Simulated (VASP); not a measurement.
**A VASP study of ZrW (LDA): structure first, properties next**

Wanted: the relaxed cell of ZrW and its properties. The steps: full relaxation (LDA), second relaxation, density, ELF and potential (LDA), bands along the symmetry lines (LDA), total and projected DOS (LDA), vibrations at Γ (LDA) and band structure (LDA + SOC). The cell is invented: it takes the structure of a Materials Project entry for MoRu (space group 187 there), with all of its atoms replaced by other elements, volume scaled by an estimate. It may not be a known or stable phase.

Main program and level: VASP 6.6.1; LDA; plane waves and PAW (W, Zr_sv), in the first sound run; inputs show where later runs differ.

This is a report of a sequence of runs, with most program output left out.

## (1) The structure

Before any relaxation, the start is as follows. The structure is hexagonal, space group P-6m2 (No. 187). The conventional cell has a = 3.085 Å, b = 3.085 Å, c = 4.959 Å, α = 90.00°, β = 90.00°, γ = 120.00°. Nearest to W lie 6 Zr at 3.05 Å and 6 W at 3.09 Å. Nearest to Zr lie 6 W at 3.05 Å and 6 Zr at 3.09 Å. It derives from MoRu. It takes the structure of a Materials Project entry for MoRu (space group 187 there), with all of its atoms replaced by other elements, volume scaled by an estimate. Farther neighbours are not listed.

Structure file:

```cif
data_structure
_symmetry_space_group_name_H-M 'P 1'
_symmetry_Int_Tables_number 1
_cell_length_a 3.0854
_cell_length_b 3.0854
_cell_length_c 4.9586
_cell_angle_alpha 90.000
_cell_angle_beta 90.000
_cell_angle_gamma 120.000
_cell_volume 40.88
loop_
_atom_site_label
_atom_site_type_symbol
_atom_site_fract_x
_atom_site_fract_y
_atom_site_fract_z
_atom_site_occupancy
W1 W 0.33333 0.66667 0.00000 1
Zr2 Zr 0.00000 0.00000 0.50000 1
```

## (2) Full relaxation (LDA)

Properties are meant for the cell that this level of theory prefers, so cell and atoms are relaxed first (ISIF = 3) until forces and stress are small; EDIFFG sets the threshold. LDA, the lowest rung, knows the local density alone.

INCAR

```
SYSTEM = ZrW
PREC = Accurate
ENCUT = 400
EDIFF = 1E-06
NELM = 100
ISMEAR = -1
SIGMA = 0.05
LREAL = .FALSE.
ALGO = Normal
GGA = CA
NBANDS = 15
LORBIT = 11
LWAVE = .FALSE.
LCHARG = .FALSE.
IBRION = 2
NSW = 60
ISIF = 3
EDIFFG = -0.01
```

POSCAR

```
ZrW
1.0
    3.0853730000      0.0000000000      0.0000000000
   -1.5426870000      2.6720120000      0.0000000000
    0.0000000000      0.0000000000      4.9586410000
W Zr
1 1
Direct
    0.3333333300      0.6666666700      0.0000000000
    0.0000000000      0.0000000000      0.5000000000
```

KPOINTS

```
Automatic mesh
0
Gamma
10 10 6
0 0 0
```

PAW data sets: W and Zr_sv (LDA family, release 64).

On the command line:

```bash
mpirun -np 1 vasp_std
```

Wall time 3.5 min (1 MPI rank of AMD EPYC 7R43, shared host); peak memory 0.12 GiB.

The k-mesh is coarse for a metal. After so large a change of volume the plane waves of the start cell no longer fit, so the final stress carries a basis-set error. The data set W keeps the semicore shell frozen, which is cheaper and a little less accurate. The run keeps the 12 symmetry operations of its start, so it cannot find a distortion of lower symmetry.

Step by step:

| step | energy less that of the first step (eV) | largest force (eV/Å) | pressure (GPa) | volume (Å³) |
| --- | --- | --- | --- | --- |
| 1 | 0.0000 | 0.0000 | -18.73 | 40.88 |
| 2 | 0.9880 | 0.0000 | 68.41 | 28.30 |
| 3 | -0.3288 | 0.0000 | -1.48 | 36.19 |
| 4 | -0.3308 | 0.0000 | -0.11 | 35.91 |
| 5 | -0.3309 | 0.0000 | 0.39 | 35.82 |
| 6 | -0.3701 | 0.0000 | 0.62 | 35.70 |
| 7 | -0.4664 | 0.0000 | 2.96 | 35.19 |
| 8 | -0.4238 | 0.0000 | -6.95 | 37.24 |
| 9 | -0.4709 | 0.0000 | 0.34 | 35.67 |
| 10 | -0.4709 | 0.0000 | 0.42 | 35.65 |
| 11 | -0.4711 | 0.0000 | -0.32 | 35.78 |
| 12 | -0.4715 | 0.0000 | 0.02 | 35.72 |

| conventional cell, symmetrised | before | after | change |
| --- | --- | --- | --- |
| a (Å) | 3.085 | 2.810 | -8.9 % |
| b (Å) | 3.085 | 2.810 | -8.9 % |
| c (Å) | 4.959 | 5.222 | +5.3 % |
| volume (Å³/atom) | 20.44 | 17.86 | -12.6 % |

Final coordinates:

```cif
data_structure
_symmetry_space_group_name_H-M 'P 1'
_symmetry_Int_Tables_number 1
_cell_length_a 2.8104
_cell_length_b 2.8104
_cell_length_c 5.2221
_cell_angle_alpha 90.000
_cell_angle_beta 90.000
_cell_angle_gamma 120.000
_cell_volume 35.72
loop_
_atom_site_label
_atom_site_type_symbol
_atom_site_fract_x
_atom_site_fract_y
_atom_site_fract_z
_atom_site_occupancy
W1 W 0.33333 0.66667 0.00000 1
Zr2 Zr 0.00000 0.00000 0.50000 1
```

This step gave:

| Quantity | Value |
| --- | --- |
| electrons | 18 |
| bands | 15 |
| irreducible k-points | 56 |
| symmetry operations | 12 |
| free energy (TOTEN) | -22.59 eV |
| energy at zero smearing | -22.58 eV |
| Fermi energy | 9.054 eV |
| pressure | 0.01579 GPa |
| metallic, judged on the points sampled | yes |
| SCF cycles over all ionic steps | 104 |

It ends with forces that vanish by symmetry and a pressure of 0.02 GPa.

## (3) Second relaxation

The basis stayed that of the start cell while the cell moved. A rerun from the cell reached resets it; the error of the finite cutoff stays. The mesh changes with the cell too.

INCAR is that of step 2.

POSCAR

```
ZrW
1.0
    2.8104069510      0.0000000489      0.0000000000
   -1.4052038886      2.4338842363      0.0000000000
    0.0000000000      0.0000000000      5.2221435420
W Zr
1 1
Direct
    0.3333333300      0.6666666700      0.0000000000
    0.0000000000      0.0000000000      0.5000000000
```

KPOINTS

```
Automatic mesh
0
Gamma
11 11 5
0 0 0
```

On the command line:

```bash
mpirun -np 1 vasp_std
```

Run time: 71 s. Hardware: 1 MPI rank; peak memory 0.1 GiB.

The steps of the relaxation:

```
step  energy less that of the first step (eV)  largest force (eV/Å)  pressure (GPa)  volume (Å³)
   1                                   0.0000                0.0000           -0.29        35.72
   2                                  -0.0002                0.0000            0.64        35.55
   3                                  -0.0005                0.0000            0.25        35.62
   4                                  -0.0004                0.0000           -0.29        35.73
   5                                  -0.0005                0.0000           -0.02        35.67
```

```
conventional cell, symmetrised  before  after  change
                         a (Å)   2.810  2.804  -0.2 %
                         b (Å)   2.810  2.804  -0.2 %
                         c (Å)   5.222  5.238  +0.3 %
              volume (Å³/atom)   17.86  17.84  -0.1 %
```

Final coordinates:

```
W Zr
1.0
     2.80434    0.00000    0.00000
    -1.40217    2.42863    0.00000
     0.00000    0.00000    5.23791
W Zr
1 1
Cartesian
  0.0000 1.6191 0.0000
  0.0000 0.0000 2.6190
```

This step gave:

```yaml
irreducible_k_points: 48
free_energy_toten: -22.58 eV
energy_at_zero_smearing: -22.57 eV
fermi_energy: 9.104 eV
pressure: -0.01715 GPa
scf_cycles_over_all_ionic_steps: 41
```

It ends with forces that vanish by symmetry and a pressure of -0.02 GPa. The volume moved by only 0.13 %, so the volume is settled.

## (4) Density, ELF and potential (LDA)

A single point on the relaxed cell gives a clean self-consistent state, with density, ELF and potential written out.

INCAR, as its differences from that of step 3:

```diff
@@ -13,6 +13,5 @@
 LWAVE = .FALSE.
-LCHARG = .FALSE.
-IBRION = 2
-NSW = 60
-ISIF = 3
-EDIFFG = -0.01
+LCHARG = .TRUE.
+ISIF = 2
+LELF = .TRUE.
+LVHAR = .TRUE.
```

POSCAR

```
ZrW
1.0
    2.8043403618      0.0000000497      0.0000000000
   -1.4021705923      2.4286304127      0.0000000000
    0.0000000000      0.0000000000      5.2379057669
W Zr
1 1
Direct
    0.3333333300      0.6666666700      0.0000000000
    0.0000000000      0.0000000000      0.5000000000
```

KPOINTS is that of step 3.

On the command line:

```bash
mpirun -np 1 vasp_std
```

The job ended after 22 s (1 MPI rank; peak memory 0.1 GiB).

This step gave:

```yaml
scf_cycles: 14
pressure: -0.01863 GPa
```

Valence electrons inside each PAW sphere by angular momentum. Sphere charges, by row:

| atom | s (e) | p (e) | d (e) | tot (e) |
| --- | --- | --- | --- | --- |
| W1 | 0.689 | 0.552 | 4.093 | 5.334 |
| Zr2 | 2.255 | 5.964 | 1.997 | 10.22 |

ELF in the ac plane at fractional y = 0.000, with atoms of Zr within 0.2 Å of it. It is the smooth field of the valence electrons, not physical close to the nuclei.

Values, 24 rows by 15 columns, each cell a mean:
```
0.55 0.53 0.46 0.38 0.32 0.27 0.22 0.18 0.18 0.22 0.27 0.32 0.38 0.46 0.53
0.58 0.55 0.48 0.39 0.31 0.24 0.20 0.17 0.17 0.19 0.24 0.31 0.39 0.48 0.55
0.59 0.57 0.51 0.41 0.32 0.25 0.20 0.18 0.18 0.20 0.25 0.32 0.41 0.51 0.57
0.55 0.54 0.50 0.43 0.35 0.29 0.25 0.23 0.23 0.25 0.29 0.35 0.43 0.50 0.54
0.40 0.40 0.39 0.38 0.36 0.34 0.33 0.32 0.32 0.33 0.34 0.36 0.38 0.39 0.40
0.22 0.23 0.23 0.25 0.28 0.33 0.37 0.39 0.39 0.37 0.33 0.28 0.25 0.23 0.23
0.23 0.21 0.17 0.16 0.17 0.23 0.32 0.38 0.38 0.32 0.23 0.17 0.16 0.17 0.21
0.52 0.48 0.36 0.22 0.15 0.16 0.23 0.31 0.31 0.23 0.16 0.15 0.22 0.36 0.48
0.79 0.77 0.68 0.50 0.29 0.17 0.18 0.23 0.23 0.18 0.17 0.29 0.50 0.68 0.77
0.83 0.83 0.79 0.70 0.48 0.26 0.18 0.20 0.20 0.18 0.26 0.48 0.70 0.79 0.83
0.80 0.81 0.81 0.77 0.61 0.36 0.21 0.19 0.19 0.21 0.36 0.61 0.77 0.81 0.81
0.77 0.78 0.80 0.78 0.65 0.40 0.22 0.19 0.19 0.22 0.40 0.65 0.78 0.80 0.78
0.79 0.80 0.81 0.77 0.62 0.36 0.21 0.19 0.19 0.21 0.36 0.62 0.77 0.81 0.80
0.83 0.83 0.80 0.71 0.50 0.27 0.18 0.20 0.20 0.18 0.27 0.50 0.71 0.80 0.83
0.80 0.78 0.70 0.52 0.31 0.18 0.18 0.23 0.23 0.18 0.18 0.31 0.52 0.70 0.78
0.58 0.54 0.42 0.26 0.16 0.16 0.22 0.29 0.29 0.22 0.16 0.16 0.26 0.42 0.54
0.23 0.21 0.17 0.15 0.16 0.22 0.31 0.38 0.38 0.31 0.22 0.16 0.15 0.17 0.21
0.21 0.21 0.21 0.23 0.27 0.32 0.37 0.40 0.40 0.37 0.32 0.27 0.23 0.21 0.21
0.38 0.38 0.37 0.37 0.36 0.35 0.34 0.33 0.33 0.34 0.35 0.36 0.37 0.37 0.38
0.54 0.53 0.49 0.43 0.36 0.30 0.26 0.24 0.24 0.26 0.30 0.36 0.43 0.49 0.53
0.59 0.57 0.51 0.42 0.32 0.25 0.20 0.18 0.18 0.20 0.25 0.32 0.42 0.51 0.57
0.58 0.56 0.49 0.39 0.31 0.24 0.19 0.17 0.17 0.19 0.24 0.31 0.39 0.49 0.56
0.56 0.53 0.46 0.38 0.32 0.26 0.21 0.18 0.18 0.21 0.26 0.32 0.38 0.46 0.53
0.54 0.52 0.45 0.38 0.33 0.28 0.23 0.20 0.20 0.23 0.28 0.33 0.38 0.45 0.52
```
Columns run along a (2.8 Å), rows up along c (5.2 Å). Atoms in or near the plane, at fractional coordinates: Zr at (0.00, 0.50).

Valence density in the ac plane at fractional y = 0.000, with atoms of Zr within 0.2 Å of it. It is the smooth field of the valence electrons, not physical close to the nuclei.

Ten even steps from '0' (0.2 e/Å³) to '9' (6.0 e/Å³):
```
000000000000000
000000000000000
000000000000000
000000000000000
000000000000000
000000000000000
000000000000000
000000000000000
110000000000001
332100000000123
654210000001245
886420000002468
997521000012579
997521000012579
886420000002468
654210000001245
332100000000123
110000000000001
000000000000000
000000000000000
000000000000000
000000000000000
000000000000000
000000000000000
000000000000000
000000000000000
000000000000000
```
Columns run along a (2.8 Å), rows up along c (5.2 Å). Atoms in or near the plane, at fractional coordinates: Zr at (0.00, 0.50).

Electrostatic potential energy in the ac plane at fractional y = 0.000, with atoms of Zr within 0.2 Å of it. With pseudopotentials it is smooth inside the atoms' cores, unlike the true potential.

Ten even steps from '0' (-65 eV) to '9' (1 eV):
```
999987777778999
999988777788999
999998877889999
999999888899999
999999999999999
999999999999999
999999999999999
888999999999988
556789999998765
223578999987532
001357999975310
000146899864100
000136899863100
000136899863100
000146899864100
001357999975310
223578999987532
556789999998765
888999999999988
999999999999999
999999999999999
999999999999999
999999888899999
999998877889999
999988777788999
999987777778999
999887777778899
```
Columns run along a (2.8 Å; values clipped at the 3rd and 97th percentile), rows up along c (5.2 Å). Atoms in or near the plane, at fractional coordinates: Zr at (0.00, 0.50).

In this run the pressure is -0.02 GPa, small enough to go on; single stress components reach 0.03 GPa.

## (5) Bands along the symmetry lines (LDA)

Levels along the symmetry lines show where the bands peak and cross; KPOINTS_OPT computes them in the converged potential.

INCAR

```
SYSTEM = ZrW
PREC = Accurate
ENCUT = 400
EDIFF = 1E-06
NELM = 100
ISMEAR = -1
SIGMA = 0.05
LREAL = .FALSE.
ALGO = Normal
GGA = CA
NBANDS = 21
LORBIT = 11
LWAVE = .FALSE.
LCHARG = .FALSE.
```

POSCAR is that of step 4.

KPOINTS is that of step 4.

KPOINTS_OPT

```
Line mode
16
Line-mode
Reciprocal
  0.00000000   0.00000000   0.00000000 GAMMA
  0.50000000   0.00000000   0.00000000 M

  0.50000000   0.00000000   0.00000000 M
  0.33333333   0.33333333   0.00000000 K

  0.33333333   0.33333333   0.00000000 K
  0.00000000   0.00000000   0.00000000 GAMMA

  0.00000000   0.00000000   0.00000000 GAMMA
  0.00000000   0.00000000   0.50000000 A

  0.00000000   0.00000000   0.50000000 A
  0.50000000   0.00000000   0.50000000 L

  0.50000000   0.00000000   0.50000000 L
  0.33333333   0.33333333   0.50000000 H

  0.33333333   0.33333333   0.50000000 H
  0.00000000   0.00000000   0.50000000 A

  0.50000000   0.00000000   0.50000000 L
  0.50000000   0.00000000   0.00000000 M

  0.33333333   0.33333333   0.00000000 K
  0.33333333   0.33333333   0.50000000 H
```

On the command line:

```bash
mpirun -np 1 vasp_std
```

The job ended after 87 s (1 MPI rank; peak memory 0.12 GiB).

Spin-orbit coupling is off here; it can split and shift levels that hold much weight on W and Zr by tenths of an eV or more.

This step gave:

```
SCF cycles : 13
bands      : 21
pressure   : -0.004375 GPa
```

Electronic bands along the path, in eV, zero at the Fermi level; # counts the bands kept in this run:

```csv
point,#2,#3,#4,#5,#6,#7,#8,#9
Γ,-4.22,-1.16,-0.18,-0.18,0.31,1.54,1.54,2.60
0.53 of the way,-2.99,-2.32,-1.18,-0.58,0.57,1.46,2.05,2.30
M,-3.70,-3.44,-0.70,0.02,0.38,0.76,5.46,5.50
0.53 of the way,-3.41,-2.34,-0.80,-0.53,-0.05,0.61,4.08,4.28
K,-1.97,-1.58,-1.32,-1.25,-0.35,1.37,3.35,3.41
0.53 of the way,-2.22,-2.21,-1.99,-0.21,0.25,0.83,1.64,2.67
Γ,-4.22,-1.16,-0.18,-0.18,0.31,1.54,1.54,2.60
0.53 of the way,-4.21,-1.41,-0.62,-0.21,-0.21,1.30,1.30,3.03
A,-4.26,-1.81,-1.13,-0.23,-0.23,1.15,1.15,3.36
0.47 of the way,-3.40,-2.20,-1.38,-1.02,0.60,1.62,1.99,3.67
L,-4.06,-2.90,-2.47,1.47,1.62,2.90,3.65,4.87
0.47 of the way,-3.53,-2.50,-1.64,0.07,0.07,2.48,3.16,4.60
H,-2.46,-2.17,-1.95,-1.19,0.57,1.21,1.67,4.48
0.53 of the way,-3.26,-2.16,-1.51,-0.75,-0.24,1.63,2.27,3.87
A,-4.26,-1.81,-1.13,-0.23,-0.23,1.15,1.15,3.36
jump to L,-4.06,-2.90,-2.47,1.47,1.62,2.90,3.65,4.87
0.47 of the way,-3.95,-2.65,-2.35,0.60,1.14,2.25,4.50,5.52
M,-3.70,-3.44,-0.70,0.02,0.38,0.76,5.46,5.50
jump to K,-1.97,-1.58,-1.32,-1.25,-0.35,1.37,3.35,3.41
0.47 of the way,-2.21,-2.06,-1.64,-1.22,0.24,1.32,2.51,3.91
H,-2.46,-2.17,-1.95,-1.19,0.57,1.21,1.67,4.48
```

Of the projections kept (W, Zr), the largest for each band there, as a share of the weight inside these atoms' spheres; weight between the spheres isn't counted:

| point | #2 | #3 | #4 | #5 | #6 | #7 | #8 | #9 |
| --- | --- | --- | --- | --- | --- | --- | --- | --- |
| Γ | W 0.58 | Zr 0.57 | W 0.98 | W 0.98 | W 0.72 | Zr 0.98 | Zr 0.98 | W 0.91 |
| M | W 0.71 | Zr 0.82 | Zr 0.52 | W 0.83 | W 0.50 | W 0.77 | Zr 0.70 | W 1.00 |
| K | W 0.86 | W 0.88 | W 0.61 | W 0.97 | Zr 0.86 | Zr 0.75 | Zr 0.54 | W 0.50 |
| Γ | W 0.58 | Zr 0.57 | W 0.98 | W 0.98 | W 0.72 | Zr 0.98 | Zr 0.98 | W 0.91 |
| A | Zr 0.80 | W 0.93 | Zr 0.81 | W 0.98 | W 0.98 | Zr 0.80 | Zr 0.80 | W 0.82 |
| L | W 0.65 | W 0.68 | Zr 0.74 | W 0.90 | W 0.99 | Zr 0.66 | Zr 0.96 | W 0.71 |

There is no gap at this level.

## (6) Total and projected DOS (LDA)

Here the states are counted by energy and projected on the atoms. The mesh is finer than in the run before.

INCAR, as its differences from that of step 5:

```diff
@@ -5,3 +5,3 @@
 NELM = 100
-ISMEAR = -1
+ISMEAR = -5
 SIGMA = 0.05
@@ -14 +14,2 @@
 LCHARG = .FALSE.
+NEDOS = 2001
```

POSCAR is that of step 5.

KPOINTS

```
Automatic mesh
0
Gamma
16 16 8
0 0 0
```

On the command line:

```bash
mpirun -np 1 vasp_std
```

Run time: 2 min. Hardware: 1 MPI rank; peak memory 0.15 GiB.

With tetrahedra the forces and stress of a metal are not exact derivatives of the energy.

This step gave:

```yaml
scf_cycles: 15
irreducible_k_points: 150
free_energy_toten: -22.57 eV
fermi_energy: 9.099 eV
pressure: 0.08439 GPa
dos_at_the_fermi_level_one_point_of_the_energy_grid: 2.675 states/eV/cell
```

The density of states has structure finer than the step of the table below, so its rows give means over 1 eV, whole bins alone (the curve runs from -12.0 to 7.98 eV). Peaks (eV: height): total -3.2: 3.16, -1.4: 3.88, 0.0: 2.81, 5.6: 3.41; W d -3.2: 1.40, -2.3: 1.45, -1.4: 1.58, 0.9: 1.16; Zr d -1.4: 1.09, 0.0: 0.792, 0.9: 0.758, 5.6: 1.80; W p -2.3: 0.155, -1.4: 0.245, -0.9: 0.184, 0.0: 0.226; W s -4.6: 0.437.

States under -12.0 eV and over 8.0 eV are left out. The density of states by energy, zero at the Fermi level; means over each step; values in states/eV/cell:

| energy (eV) | total | W d | Zr d | W p | W s |
| --- | --- | --- | --- | --- | --- |
| -9 | 0 | 0 | 0 | 0 | 0 |
| -8 | 0.00137 | 4.1e-5 | 1.2e-5 | 5.0e-6 | 8.0e-4 |
| -7 | 0.121 | 0.00527 | 0.00124 | 0.00304 | 0.0697 |
| -6 | 0.230 | 0.0129 | 0.00423 | 0.0134 | 0.122 |
| -5 | 0.613 | 0.164 | 0.0405 | 0.0339 | 0.206 |
| -4 | 1.28 | 0.507 | 0.169 | 0.0536 | 0.157 |
| -3 | 2.36 | 1.03 | 0.412 | 0.105 | 0.0627 |
| -2 | 2.01 | 0.914 | 0.472 | 0.108 | 0.0284 |
| -1 | 2.40 | 1.05 | 0.627 | 0.162 | 0.0267 |
| 0 | 2.18 | 0.846 | 0.612 | 0.174 | 0.0267 |
| 1 | 2.12 | 0.917 | 0.605 | 0.111 | 0.0113 |
| 2 | 1.73 | 0.797 | 0.524 | 0.0521 | 0.00748 |
| 3 | 1.61 | 0.689 | 0.590 | 0.0430 | 0.00828 |
| 4 | 1.51 | 0.511 | 0.721 | 0.0320 | 0.0124 |
| 5 | 2.20 | 0.763 | 1.10 | 0.0389 | 0.0156 |
| 6 | 1.27 | 0.364 | 0.660 | 0.0405 | 0.0169 |
| 7 | 0.762 | 0.172 | 0.349 | 0.0657 | 0.0316 |

The finer mesh and the other smearing move the Fermi level by -0.01 eV from the 11×11×5 run, a small shift, which tests the Fermi level alone. Of the states within 0.3 eV of the Fermi level, the largest shares in the PAW spheres are W d 38 %, Zr d 27 % and W p 9 %. The rest lies in smaller channels or between the spheres.

## (7) Vibrations at Γ (LDA)

Zone-centre modes test whether the atoms sit at a minimum within this cell. IBRION = 8 takes the force constants from linear response, which needs tightly converged orbitals.

INCAR

```
SYSTEM = ZrW
PREC = Accurate
ENCUT = 400
EDIFF = 1E-08
NELM = 100
ISMEAR = -1
SIGMA = 0.05
LREAL = .FALSE.
ALGO = Normal
GGA = CA
NBANDS = 15
LORBIT = 11
LWAVE = .FALSE.
LCHARG = .FALSE.
IBRION = 8
ISIF = 2
```

POSCAR is that of step 6.

KPOINTS

```
Automatic mesh
0
Gamma
11 11 5
0 0 0
```

On the command line:

```bash
mpirun -np 1 vasp_std
```

Elapsed: 9.7 min, on 1 MPI rank; peak memory 0.26 GiB.

Energies printed during the response cycles are not total energies of the cell.

Numbers from this step:

| Property | Result |
| --- | --- |
| bands | 15 |
| irreducible k-points | 48 |
| pressure of the cell | -0.01649 GPa |
| largest force of the cell | 0 eV/Å |
| Fermi energy | 9.104 eV |

The modes at Γ (shares of kinetic energy by element, %) (negative means imaginary):

```csv
mode,frequency (cm⁻¹),symmetry,W %,Zr %
1,-51.9,E',33,67
2,-51.9,E',33,67
3,0.0,acoustic,67,33
4,0.1,acoustic,67,33
5,0.1,acoustic,67,33
6,215.7,A2'',33,67
```

Displacements in mode 1 (-51.9 cm⁻¹), the largest set to 1:
```
W1   0.18 -0.49  0.00
Zr2 -0.36  1.00  0.00
```

Displacements in mode 6 (215.7 cm⁻¹), the largest set to 1:
```
W1   0.00  0.00 -0.50
Zr2  0.00  0.00  1.00
```

The three acoustic modes lie within 0.1 cm⁻¹ of zero, but 2 optical modes are imaginary, so the cell is a saddle point and not a minimum. By the characters of their eigenvectors the optical modes sort into (cm⁻¹) Raman active: E' 52i; infrared active: E' 52i, A2'' 216.

[end of part 1 of 2]

[Lines on the potential files, build, host, timing and source positions are cut from VASP's logs without a mark.]

[Logs are printed without paths, hosts, clocks, repeated set-up lines and the standing remarks that a program may print on its own settings, such as how far it seeks lower states.]

[Hosts, paths, dates, database ids (printed as entryN), source tags and the programs' standing remarks are cut or masked in the printed files.]

[A measured line is paired with the nearest computed mode of its activity, which favours agreement.]

[In band tables of VASP the shares of atoms and orbitals are scaled to a sum of 1 inside the atoms' spheres.]
